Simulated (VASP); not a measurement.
**Ta2CoO6 with LDA + U: from relaxation to properties**

Aim: relax Ta2CoO6 with LDA + U, compute its properties on that cell and hold them against experiment. The steps: relaxing cell and atoms (LDA + U), second relaxation, single point with fields (LDA + U), band structure (LDA + U), total and projected DOS (LDA + U), independent-particle dielectric function (LDA + U) and core levels (LDA + U). The start is a cell from a database of measured crystal structures.

Calculated with VASP 6.6.1; LDA, DFT+U (Co d 4 eV), spin-polarised from a ferromagnetic start; plane waves and PAW (Ta_pv, Co, O).

The experiments to compare with:

For CoTa2O6, trirutile (solid-state synthesised powder, 300 K), “Defect Engineered Room-Temperature Ferromagnetism in Quasi-Two-Dimensional Nitrided CoTa2O6” (2021, arxiv:2104.07804) gives, by powder XRD Rietveld refinement: lattice constant a 4.7375 ± 0.0004 Å; lattice constant c 9.1764 ± 0.0009 Å.

### 1. Starting point

Before any relaxation, the start is as follows. It takes space group P4_2/mnm (No. 136, tetragonal). Conventional cell: a = 4.736 Å, b = 4.736 Å, c = 9.171 Å, α = 90.00°, β = 90.00°, γ = 90.00°. Nearest to Ta lie 6 O at 1.97 to 2.01 Å. Co has 6 O at 2.08 to 2.10 Å nearest. Nearest to O lie 2 Ta at 2.01 Å and 1 Co at 2.08 Å. O has 2 Ta at 1.97 to 1.99 Å and 1 Co at 2.10 Å nearest. Farther neighbours and most contacts between anions are not listed.

### 2. Relaxing cell and atoms (LDA + U)

Properties are meant for the cell that this level of theory prefers, so cell and atoms are relaxed first (ISIF = 3) until forces and stress are small; EDIFFG sets the threshold. LDA, the lowest rung, knows the local density alone. A Hubbard U penalises fractional filling of the localised shell, which semilocal functionals favour.

Contents of INCAR:

```
SYSTEM = Ta2CoO6
PREC = Accurate
ENCUT = 520
EDIFF = 1E-06
NELM = 100
ISMEAR = 0
SIGMA = 0.05
LREAL = .FALSE.
ALGO = Normal
GGA = CA
NBANDS = 97
ISPIN = 2
MAGMOM = 0 0 0 0 2 2 0 0 0 0 0 0 0 0 0 0 0 0
LDAU = .TRUE.
LDAUTYPE = 2
LDAUL = -1 2 -1
LDAUU = 0 4 0
LDAUJ = 0 0 0
LDAUPRINT = 1
LASPH = .TRUE.
LMAXMIX = 4
LORBIT = 11
LWAVE = .FALSE.
LCHARG = .FALSE.
KPAR = 8
IBRION = 2
NSW = 60
ISIF = 3
EDIFFG = -0.01
```

Contents of POSCAR:

```
Ta2CoO6
1.0
    4.7358000000      0.0000000000      0.0000000000
    0.0000000000      4.7358000000      0.0000000000
    0.0000000000      0.0000000000      9.1708000000
Ta Co O
4 2 12
Direct
    0.0000000000      0.0000000000      0.3304000000
    0.5000000000      0.5000000000      0.8304000000
    0.5000000000      0.5000000000      0.1696000000
    0.0000000000      0.0000000000      0.6696000000
    0.0000000000      0.0000000000      0.0000000000
    0.5000000000      0.5000000000      0.5000000000
    0.3109000000      0.3109000000      0.0000000000
    0.1891000000      0.8109000000      0.5000000000
    0.6891000000      0.6891000000      0.0000000000
    0.8109000000      0.1891000000      0.5000000000
    0.2967000000      0.2967000000      0.3255000000
    0.2033000000      0.7967000000      0.8255000000
    0.7033000000      0.7033000000      0.3255000000
    0.7967000000      0.2033000000      0.8255000000
    0.7967000000      0.2033000000      0.1745000000
    0.7033000000      0.7033000000      0.6745000000
    0.2033000000      0.7967000000      0.1745000000
    0.2967000000      0.2967000000      0.6745000000
```

Contents of KPOINTS:

```
Automatic mesh
0
Gamma
5 5 3
0 0 0
```

Potentials, in the order of the species: Ta_pv, Co and O (LDA family, release 64).

The run is started by

```console
> mpirun -np 8 vasp_std
```

Log:

```text
[banner, memory and clock lines left out]
running    8 mpi-ranks, on    1 nodes
 distrk:  each k-point on    1 cores,    8 groups
 distr:  one band on    1 cores,    1 groups

 POSCAR found type information on POSCAR TaCoO
 POSCAR found :  3 types and      18 ions
|                                                                             |
|           W    W    AA    RRRRR   N    N  II  N    N   GGGG   !!!           |
|           W    W   A  A   R    R  NN   N  II  NN   N  G    G  !!!           |
|           W    W  A    A  R    R  N N  N  II  N N  N  G       !!!           |
|           W WW W  AAAAAA  RRRRR   N  N N  II  N  N N  G  GGG   !            |
|           WW  WW  A    A  R   R   N   NN  II  N   NN  G    G                |
|           W    W  A    A  R    R  N    N  II  N    N   GGGG   !!!           |
|                                                                             |
|     For optimal performance we recommend to set                             |
|       NCORE = 2 up to number-of-cores-per-socket                            |
|     NCORE specifies how many cores store one orbital (NPAR=cpu/NCORE).      |
|     This setting can greatly improve the performance of VASP for DFT.       |
|     The default, NCORE=1 might be grossly inefficient on modern             |
|     multi-core architectures or massively parallel machines. Do your        |
|     Unfortunately you need to use the default for GW and RPA                |
|     calculations (for HF NCORE is supported but not extensively tested      |
|     yet).                                                                   |
|                                                                             |

|                                                                             |
|               ----> ADVICE to this user running VASP <----                  |
|                                                                             |
|     You have a (more or less) 'large supercell' and for larger cells it     |
|     might be more efficient to use real-space projection operators.         |
|     Therefore, try LREAL= Auto in the INCAR file.                           |
|     Mind: For very accurate calculation, you might also keep the            |
|     reciprocal projection scheme (i.e. LREAL=.FALSE.).                      |
|                                                                             |

 LDA part: xc-table for (Slater(with rela. corr.)+CA(PZ))
 , standard interpolation
 POSCAR, INCAR and KPOINTS ok, starting setup
 FFT: planning ... GRIDC
 FFT: planning ... GRID_SOFT
 FFT: planning ... GRID
 WAVECAR not read
 entering main loop
       N       E                     dE             d eps       ncg     rms          rms(c)
DAV:   1     0.151707589669E+04    0.15171E+04   -0.65623E+04  4656   0.148E+03
DAV:   2    -0.234669175184E+01   -0.15194E+04   -0.13976E+04  4888   0.437E+02
DAV:   3    -0.197015426239E+03   -0.19467E+03   -0.18509E+03  5123   0.162E+02
DAV:   4    -0.205128820690E+03   -0.81134E+01   -0.79518E+01  5640   0.357E+01
DAV:   5    -0.205360751801E+03   -0.23193E+00   -0.23105E+00  6312   0.607E+00    0.751E+01
DAV:   6    -0.176469414630E+03    0.28891E+02   -0.13867E+02  6600   0.645E+01    0.398E+01
DAV:   7    -0.175641675721E+03    0.82774E+00   -0.18611E+01  6255   0.486E+01    0.269E+01
DAV:   8    -0.176186334088E+03   -0.54466E+00   -0.39854E+00  6296   0.876E+00    0.117E+01
DAV:   9    -0.176078026650E+03    0.10831E+00   -0.54024E-01  6640   0.977E+00    0.245E+00
DAV:  10    -0.176117415191E+03   -0.39389E-01   -0.21995E-01  5920   0.197E+00    0.794E-01
DAV:  11    -0.176122413611E+03   -0.49984E-02   -0.16124E-02  5976   0.116E+00    0.434E-01
DAV:  12    -0.176126412851E+03   -0.39992E-02   -0.43264E-03  6688   0.514E-01    0.197E-01
DAV:  13    -0.176127124902E+03   -0.71205E-03   -0.19102E-03  6408   0.306E-01    0.965E-02
DAV:  14    -0.176127358645E+03   -0.23374E-03   -0.37543E-04  6312   0.116E-01    0.480E-02
DAV:  15    -0.176127405823E+03   -0.47178E-04   -0.10381E-04  6296   0.564E-02    0.225E-02
DAV:  16    -0.176127413649E+03   -0.78257E-05   -0.16265E-05  6288   0.294E-02    0.131E-02
DAV:  17    -0.176127414840E+03   -0.11910E-05   -0.22742E-06  4320   0.951E-03    0.661E-03
DAV:  18    -0.176127415027E+03   -0.18764E-06   -0.10056E-06  3376   0.473E-03
   1 F= -.17612742E+03 E0= -.17612742E+03  d E =-.176127E+03  mag=     6.0000
 curvature:   0.00 expect dE= 0.000E+00 dE for cont linesearch  0.000E+00
 trial: gam= 0.00000 g(F)=  0.122E-01 g(S)=  0.660E+00 ort = 0.000E+00 (trialstep = 0.100E+01)
 search vector abs. value=  0.672E+00
 bond charge predicted
       N       E                     dE             d eps       ncg     rms          rms(c)
DAV:   1    -0.179486888983E+03   -0.33595E+01   -0.10386E+02  5390   0.544E+01    0.204E+01
DAV:   2    -0.176450697231E+03    0.30362E+01   -0.96694E+00  6003   0.175E+01    0.107E+01
DAV:   3    -0.175923586091E+03    0.52711E+00   -0.10554E+00  6603   0.854E+00    0.542E+00
DAV:   4    -0.175877527991E+03    0.46058E-01   -0.26045E-01  6614   0.362E+00    0.150E+00
DAV:   5    -0.175868677433E+03    0.88506E-02   -0.18595E-02  6799   0.144E+00    0.837E-01
DAV:   6    -0.175866106704E+03    0.25707E-02   -0.13161E-02  5695   0.856E-01    0.344E-01
DAV:   7    -0.175865770977E+03    0.33573E-03   -0.12154E-03  7200   0.262E-01    0.136E-01
DAV:   8    -0.175865804187E+03   -0.33210E-04   -0.21636E-04  6584   0.759E-02    0.755E-02
DAV:   9    -0.175865817362E+03   -0.13176E-04   -0.56907E-05  6320   0.359E-02    0.211E-02
DAV:  10    -0.175865817114E+03    0.24792E-06   -0.65601E-06  5896   0.171E-02
   2 F= -.17586582E+03 E0= -.17586582E+03  d E =0.261598E+00  mag=     6.0000
[... from here on, the cycles between the ionic steps are left out ...]
   3 F= -.17625496E+03 E0= -.17625496E+03  d E =-.127547E+00  mag=     6.0000
   4 F= -.17628477E+03 E0= -.17628477E+03  d E =-.298107E-01  mag=     6.0000
   5 F= -.17628514E+03 E0= -.17628514E+03  d E =-.301744E-01  mag=     6.0000
   6 F= -.17628513E+03 E0= -.17628513E+03  d E =-.301716E-01  mag=     6.0000
   7 F= -.17628626E+03 E0= -.17628626E+03  d E =-.112866E-02  mag=     6.0000
   8 F= -.17628628E+03 E0= -.17628628E+03  d E =-.114761E-02  mag=     6.0000
   9 F= -.17628676E+03 E0= -.17628676E+03  d E =-.475436E-03  mag=     6.0000
  10 F= -.17628677E+03 E0= -.17628677E+03  d E =-.492449E-03  mag=     6.0000
 curvature:  -0.60 expect dE=-0.222E-03 dE for cont linesearch -0.157E-06
 trial: gam= 0.17224 g(F)=  0.242E-03 g(S)=  0.129E-03 ort =-0.275E-04 (trialstep = 0.732E+00)
 search vector abs. value=  0.448E-03
 bond charge predicted
       N       E                     dE             d eps       ncg     rms          rms(c)
DAV:   1    -0.176286916327E+03   -0.14133E-03   -0.41666E-02  4667   0.820E-01    0.139E-01
DAV:   2    -0.176286949542E+03   -0.33215E-04   -0.25636E-03  4931   0.200E-01    0.770E-02
DAV:   3    -0.176286895812E+03    0.53730E-04   -0.10667E-04  5903   0.491E-02    0.411E-02
DAV:   4    -0.176286886654E+03    0.91579E-05   -0.21660E-05  6239   0.201E-02    0.153E-02
DAV:   5    -0.176286886038E+03    0.61624E-06   -0.21188E-06  4262   0.660E-03
  11 F= -.17628689E+03 E0= -.17628689E+03  d E =-.111896E-03  mag=     6.0000
 trial-energy change:   -0.000112  1 .order   -0.000112   -0.000268    0.000045
 step:   0.6270(harm=  0.6270)  dis= 0.00089  next Energy=  -176.286889 (dE=-0.115E-03)
 reached required accuracy - stopping structural energy minimisation
```

Elapsed: 11 min, on 8 MPI ranks of Intel Xeon Platinum 8259CL at 2.50GHz (Skylake/Cascade Lake), shared host; peak memory 4 GiB.

The logs omit lines about the potential files and the build; timing stands in the text.

(Part 1 of 8 ends here.)

[Lines on the potential files, build, host, timing and source positions are cut from VASP's logs without a mark.]

[Logs are printed without paths, hosts, clocks, repeated set-up lines and the standing remarks that a program may print on its own settings, such as how far it seeks lower states.]

[Hosts, paths, dates, database ids (printed as entryN), source tags and the programs' standing remarks are cut or masked in the printed files.]

[A measured line is paired with the nearest computed mode of its activity, which favours agreement.]
